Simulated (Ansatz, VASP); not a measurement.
# RbGeH3 in two plane-wave programs, part 2 of 2

One calculation is typed for both programs; each brings its own data sets. How far apart do they land? The cell is generated by rule, not measured, and may not be a known phase. The cell is taken from a series of runs on this material, whose earlier steps may have relaxed, scaled, displaced or heated it; both programs get it as it stands.

VASP 6.6.1 and Ansatz 0.2.0.

So far: The structure; Ansatz: relaxation of cell and atoms, PBEsol, pair 1; VASP: relaxation of cell and atoms, PBEsol, pair 1.

## (4) Differences

Known differences besides the potentials themselves: the cutoff is 420 eV in Ansatz and 500 eV in VASP; Ansatz makes its cores anew for this functional, VASP keeps those of its PBE data sets; Ansatz adds a Pulay correction to the stress that steers its cell, VASP none. Total energies have different zeros and are not compared.

Compared:

```
                                         quantity  Ansatz   VASP  difference
                                      volume (Å³)   66.67  66.64     +0.04 %
edge a after relaxation, in the typed setting (Å)   4.055  4.054     +0.01 %
```

## (5) VASP: relaxation of cell and atoms, PBEsol, pair 2

The relaxed volume is the usual yardstick between codes: in a stiff, nearly cubic crystal its relative difference is about their pressure difference at one cell divided by the bulk modulus.

The input, INCAR:

```
SYSTEM = RbGeH3
PREC = Accurate
ENCUT = 500
EDIFF = 1E-07
NELM = 120
ISMEAR = 1
SIGMA = 0.2
LREAL = .FALSE.
ALGO = Normal
GGA = PS
NBANDS = 19
LORBIT = 11
LWAVE = .FALSE.
LCHARG = .FALSE.
ISIF = 3
IBRION = 2
NSW = 80
EDIFFG = -0.005
LASPH = .TRUE.
GGA_COMPAT = .FALSE.
NELMIN = 4
KPAR = 2
```

The input, POSCAR:

```
RbGeH3
1.0
    4.0548490000      0.0000000000      0.0000000000
    0.0000000000      4.0548490000      0.0000000000
    0.0000000000      0.0000000000      4.0548490000
Rb Ge H
1 1 3
Direct
    0.0000000000      0.0000000000      0.0000000000
    0.5000001233      0.5000001233      0.5000001233
    0.5000001233      0.5000001233      0.0000000000
    0.5000001233      0.0000000000      0.5000001233
    0.0000000000      0.5000001233      0.5000001233
```

The input, KPOINTS:

```
Automatic mesh
0
Gamma
12 12 12
0 0 0
```

The projector-augmented-wave data sets are Rb_sv, Ge_d and H (PBE family, release 64).

The run is started by

```
$ mpirun -np 2 vasp_std
```

Numbers of over 12 decimals in the logs are rounded to 6 here.

The log of the run:

```text
[banner, memory and clock lines left out]
running    2 mpi-ranks, on    1 nodes
[...]
[... a notice as in an earlier step ...]

 LDA part: xc-table for (Slater+PW92), standard interpolation
 POSCAR, INCAR and KPOINTS ok, starting setup
[...]
entering main loop
       N       E                     dE             d eps       ncg     rms          rms(c)
DAV:   1     0.184537225039E+03    0.18454E+03   -0.12898E+04  3628   0.244E+03
DAV:   2     0.588760386110E+01   -0.17865E+03   -0.17140E+03  3393   0.529E+02
DAV:   3    -0.152929685273E+02   -0.21181E+02   -0.20922E+02  3730   0.120E+02
DAV:   4    -0.160923000865E+02   -0.79933E+00   -0.79782E+00  4142   0.234E+01
[...]
DAV:  12    -0.154927202567E+02    0.11636E-05   -0.29539E-05  4160   0.394E-02    0.733E-03
DAV:  13    -0.154927197314E+02    0.52528E-06   -0.52909E-06  3899   0.168E-02    0.718E-04
DAV:  14    -0.154927198064E+02   -0.74965E-07   -0.36728E-07  4055   0.333E-03
   1 F= -.15492720E+02 E0= -.15492621E+02  d E =-.154927E+02
[...]
N       E                     dE             d eps       ncg     rms          rms(c)
DAV:   1    -0.154929282167E+02   -0.20849E-03   -0.30136E-03  3628   0.771E-01    0.754E-02
DAV:   2    -0.154927882211E+02    0.14000E-03   -0.24510E-04  4237   0.220E-01    0.391E-02
DAV:   3    -0.154927435466E+02    0.44675E-04   -0.10880E-04  4718   0.122E-01    0.857E-03
DAV:   4    -0.154927429428E+02    0.60380E-06   -0.72824E-06  4345   0.290E-02    0.537E-03
DAV:   5    -0.154927429856E+02   -0.42789E-07   -0.76663E-07  3899   0.928E-03
   2 F= -.15492743E+02 E0= -.15492640E+02  d E =-.231792E-04
 trial-energy change:   -0.000023  1 .order   -0.000016   -0.000032   -0.000001
 step:   1.0093(harm=  1.0220)  dis= 0.00000  next Energy=   -15.492743 (dE=-0.232E-04)
 reached required accuracy - stopping structural energy minimisation
```

Parts of OUTCAR (step 5):

```text
  Total       -0.0007111     -0.0007111     -0.0007111      0.0000000      0.0000000     -0.0000000
  in kB       -0.0171065     -0.0171065     -0.0171065      0.0000000      0.0000000     -0.0000000
  external PRESSURE =      -0.0171065 kB  Pullay stress =       0.0000000 kB

 POSITION                                       TOTAL-FORCE (eV/Angst)
 -----------------------------------------------------------------------------------
      0.00000      0.00000      0.00000         0.000000     -0.000000      0.000000
      2.02678      2.02678      2.02678        -0.000000      0.000000      0.000000
      2.02678      2.02678     -0.00000         0.000000     -0.000000      0.000000
      2.02678     -0.00000      2.02678         0.000000     -0.000000      0.000000
      0.00000      2.02678      2.02678         0.000000     -0.000000      0.000000
 -----------------------------------------------------------------------------------
    total drift:                               -0.000375     -0.000375     -0.000375

  FREE ENERGIE OF THE ION-ELECTRON SYSTEM (eV)
  ---------------------------------------------------
  free  energy   TOTEN  =       -15.4927429856 eV

  energy  without entropy=      -15.4924339482  energy(sigma->0) =      -15.49263997

[... 1 part as in an earlier step ...]

[... 3 further parts left out ...]
[key lines of the parts left out:]
E-fermi :   3.0633
```

## (6) Ansatz: relaxation of cell and atoms, PBEsol, pair 2

The same cell, functional, mesh and smearing now go to Ansatz, which takes its cutoff from its data sets.

The cell is taken from a series of runs on this material, whose earlier steps may have relaxed, scaled, displaced or heated it; both programs get it as it stands.

The input, input.yaml:

```yaml
crystal:
  lattice:
    - [4.0548492353, 0.0, 0.0]
    - [0.0, 4.0548492353, 0.0]
    - [0.0, 0.0, 4.0548492353]
  atoms:
    - { symbol: Rb, position: [0.0, 0.0, 0.0] }
    - { symbol: Ge, position: [0.5, 0.5, 0.5] }
    - { symbol: H, position: [0.5, 0.5, 0.0] }
    - { symbol: H, position: [0.5, 0.0, 0.5] }
    - { symbol: H, position: [0.0, 0.5, 0.5] }
kpoints:
  mp_grid: { grid: [12, 12, 12] }
hamiltonian:
  xc: pbesol
  pseudopotentials: { kind: paw, azcp: { folder: soft_1 }, xc_functional: pbe }
scf:
  occupations: { method: methfessel_paxton, width: 0.2 }
output:
  forces: true
  stress: true
  eigenvalues: true
relax:
  adjacent_minimum: "off"
  f_tol: 0.001
  max_steps: 60
  cell: { stress_tol: 0.01 }
```

The run is started by

```
$ ansatz run input.yaml --threads 4 --pin off --max-ram 16384MiB --backend cpu --events-out ev --progress --plain --runs-dir out
```

The log of the run:

```text
[...]
Crystal: 5 atoms, lattice volume = 66.669 Å³
Basis set: ecut = 420 eV, 1309 PW (Γ), exchange–correlation on 60×60×60 points (8 copies of the dense FFT grid, shifted against one another)
Bands: 18, of which v1, the nominal top of the filled ones, is band 13 counted from 1 (12 counted from 0)
Symmetry: 48 space group operations
[...]
k-points: 84 of 1728
[...]
--- Relaxed structure (2 steps of the walk, 2 accepted, 1 SCFs on fresh bases) ---
[...]
cell:  # Å, volume = 66.5747 Å³
    - [4.052936, 0, 0]
    - [0, 4.052936, 0.0]
    - [0, 0.0, 4.052936]
  atoms:
    - { symbol: Rb, position: [0, 0, 0] }
    - { symbol: Ge, position: [0.5, 0.5, 0.5] }
    - { symbol: H, position: [0.5, 0.5, 0] }
    - { symbol: H, position: [0.5, 0, 0.5] }
    - { symbol: H, position: [0, 0.5, 0.5] }
[key lines of the parts left out:]
SCF converged after 6 iterations
Free energy (F): -7517.113417 eV
Fermi energy:    7.040430 eV
P = ⅓ Tr σ = 0.0082 GPa (0.082 kbar)
```

## (7) Comparison

The two programs side by side:

```
                                         quantity  Ansatz   VASP  difference
                                      volume (Å³)   66.57  66.61     -0.05 %
edge a after relaxation, in the typed setting (Å)   4.053  4.054     -0.02 %
```

## (8) VASP: relaxation of cell and atoms, PBEsol, pair 3

The relaxed volume is the usual yardstick between codes: in a stiff, nearly cubic crystal its relative difference is about their pressure difference at one cell divided by the bulk modulus. Its start cell is another than that of the pair before, and may be another structure of the material.

INCAR, as its differences from that of step 5:

```diff
@@ -5,4 +5,4 @@
 NELM = 120
-ISMEAR = 1
-SIGMA = 0.2
+ISMEAR = 0
+SIGMA = 0.01
 LREAL = .FALSE.
@@ -21,2 +21,3 @@
 NELMIN = 4
+EFERMI = MIDGAP
 KPAR = 2
```

The input, POSCAR:

```
RbGeH3
1.0
    3.1561320000      1.8221930000      2.4537350000
   -3.1561320000      1.8221930000      2.4537350000
    0.0000000000     -3.6443870000      2.4537350000
Rb Ge H
1 1 3
Direct
    0.0166320611      0.0166320611      0.0166320565
    0.5004772095      0.5004772095      0.5004770722
    0.5025432424      0.8709822050      0.5025430767
    0.8709822050      0.5025432424      0.5025430767
    0.5025431568      0.5025431568      0.8709822105
```

The input, KPOINTS:

```
Automatic mesh
0
Gamma
6 6 6
0 0 0
```

The run is started by

```
$ mpirun -np 2 vasp_std
```

The log of the run:

```text
[... set-up lines as in an earlier step ...]
 entering main loop
       N       E                     dE             d eps       ncg     rms          rms(c)
DAV:   1     0.188505355788E+03    0.18851E+03   -0.12671E+04  1334   0.218E+03
DAV:   2     0.605641065617E+01   -0.18245E+03   -0.17330E+03  1332   0.496E+02
DAV:   3    -0.163729335033E+02   -0.22429E+02   -0.22344E+02  1383   0.124E+02
DAV:   4    -0.173014055647E+02   -0.92847E+00   -0.92730E+00  1712   0.262E+01
[...]
DAV:  12    -0.163900094160E+02    0.31745E-06   -0.17568E-05  1577   0.303E-02    0.957E-03
DAV:  13    -0.163900122023E+02   -0.27864E-05   -0.48376E-06  1372   0.135E-02    0.241E-03
DAV:  14    -0.163900121408E+02    0.61542E-07   -0.75713E-07  1635   0.602E-03
   1 F= -.16390012E+02 E0= -.16390012E+02  d E =-.163900E+02
[...]
2 F= -.16390090E+02 E0= -.16390090E+02  d E =-.773637E-04
[...]
3 F= -.16390091E+02 E0= -.16390091E+02  d E =-.791437E-04
[...]
4 F= -.16390091E+02 E0= -.16390091E+02  d E =-.791584E-04
[...]
5 F= -.16390094E+02 E0= -.16390094E+02  d E =-.245935E-05
 trial-energy change:   -0.000002  1 .order   -0.000002   -0.000003   -0.000000
 step:   1.0059(harm=  1.0527)  dis= 0.00009  next Energy=   -16.390094 (dE=-0.246E-05)
 reached required accuracy - stopping structural energy minimisation
```

OUTCAR, selected parts (step 8):

```text
  Total        0.0066858      0.0066858      0.0057718      0.0000000     -0.0000000     -0.0000000
  in kB        0.1266865      0.1266864      0.1093669      0.0000000     -0.0000000     -0.0000000
  external PRESSURE =       0.1209133 kB  Pullay stress =       0.0000000 kB

 POSITION                                       TOTAL-FORCE (eV/Angst)
 -----------------------------------------------------------------------------------
     -0.00000      0.00000      0.12241        -0.000000     -0.000000      0.000644
     -0.00000     -0.00000      3.68350        -0.000000      0.000000     -0.003526
     -1.16159      0.67064      4.60087         0.001147     -0.000662      0.000961
      1.16159      0.67064      4.60087        -0.001147     -0.000662      0.000961
     -0.00000     -1.34128      4.60087        -0.000000      0.001325      0.000961
 -----------------------------------------------------------------------------------
    total drift:                                0.000000     -0.000416     -0.000004

  FREE ENERGIE OF THE ION-ELECTRON SYSTEM (eV)
  ---------------------------------------------------
  free  energy   TOTEN  =       -16.3900937585 eV

  energy  without entropy=      -16.3900937585  energy(sigma->0) =      -16.39009376

[... 1 part as in an earlier step ...]

[... 3 further parts left out ...]
[key lines of the parts left out:]
E-fermi :   2.0302
```

The run keeps the 6 symmetry operations of its start, so it cannot find a distortion of lower symmetry.

## (9) Ansatz: relaxation of cell and atoms, PBEsol, pair 3

The same cell, functional and mesh now go to Ansatz, which takes its cutoff from its data sets.

The cell is taken from a series of runs on this material, whose earlier steps may have relaxed, scaled, displaced or heated it; both programs get it as it stands.

input.yaml, the sections that differ from step 6:

```yaml
crystal:
  lattice:
    - [3.1561315638, 1.822193408, 2.4537349248]
    - [-3.1561315638, 1.822193408, 2.4537349248]
    - [0.0, -3.644386816, 2.4537349248]
  atoms:
    - { symbol: Rb, position: [0.0166321196, 0.0166321196, 0.0166321196] }
    - { symbol: Ge, position: [0.5004771865, 0.5004771865, 0.5004771865] }
    - { symbol: H, position: [0.5025431472, 0.8709822636, 0.5025431472] }
    - { symbol: H, position: [0.8709822636, 0.5025431472, 0.5025431472] }
    - { symbol: H, position: [0.5025431472, 0.5025431472, 0.8709822636] }
kpoints:
  mp_grid: { grid: [6, 6, 6] }
scf:
  occupations: { method: fixed }
# hamiltonian, output, relax: as in step 6
```

The run is started by

```
$ ansatz run input.yaml --threads 4 --pin off --max-ram 16384MiB --backend cpu --events-out ev --progress --plain --runs-dir out
```

The log of the run:

```text
[...]
Crystal: 5 atoms, lattice volume = 84.670 Å³
Basis set: ecut = 420 eV, 1665 PW (Γ), exchange–correlation on 60×60×60 points (8 copies of the dense FFT grid, shifted against one another)
Bands: 18, of which v1, the nominal top of the filled ones, is band 13 counted from 1 (12 counted from 0)
Symmetry: 6 space group operations
[...]
k-points: 32 of 216 (time reversal used)
[...]
cell:  # Å, volume = 85.0075 Å³
    - [3.163144, 1.826242, 2.452612]
    - [-3.163144, 1.826242, 2.452612]
    - [0, -3.652484, 2.452612]
  atoms:
    - { symbol: Rb, position: [0.016514, 0.016514, 0.016514] }
    - { symbol: Ge, position: [0.500509, 0.500509, 0.500509] }
    - { symbol: H, position: [0.502920, 0.870316, 0.502920] }
    - { symbol: H, position: [0.870316, 0.502920, 0.502920] }
    - { symbol: H, position: [0.502920, 0.502920, 0.870316] }
[key lines of the parts left out:]
SCF converged after 5 iterations
Free energy (F): -7517.999533 eV
Fermi energy:    4.234358 eV
P = ⅓ Tr σ = 0.0015 GPa (0.015 kbar)
```

## (10) Side by side

What differs besides the data sets and the points named for the pairs above, as far as they apply: fixed occupations in Ansatz, narrow Gaussian smearing in VASP. Total energies have different zeros and are not compared.

The two programs side by side:

```
                                         quantity  Ansatz   VASP  difference
                                      volume (Å³)   85.01  84.55     +0.54 %
edge a after relaxation, in the typed setting (Å)   4.399  4.391     +0.18 %
```

## (11) Outcome

| Quantity | Value |
| --- | --- |
| difference in volume (relaxation of cell and atoms, PBEsol, pair 1) | 0.042 % |
| difference in volume (relaxation of cell and atoms, PBEsol, pair 2) | -0.046 % |
| difference in volume (relaxation of cell and atoms, PBEsol, pair 3) | 0.54 % |

**Reading.** The difference in volume is 0.54 % (relaxation of cell and atoms, PBEsol, pair 3), within the 1.2 % picked in this series as the mark of a large difference, as far as the stopping tolerances let one tell. 1 further run of this series is not shown here. Such differences can come from data sets, numerical settings and the points named under the comparisons, not from the functional's error against experiment.

[Lines on the potential files, build, host, timing and source positions are cut from VASP's logs without a mark.]

[Logs are printed without paths, hosts, clocks, repeated set-up lines and the standing remarks that a program may print on its own settings, such as how far it seeks lower states.]

[Hosts, paths, dates, database ids (printed as entryN), source tags and the programs' standing remarks are cut or masked in the printed files.]
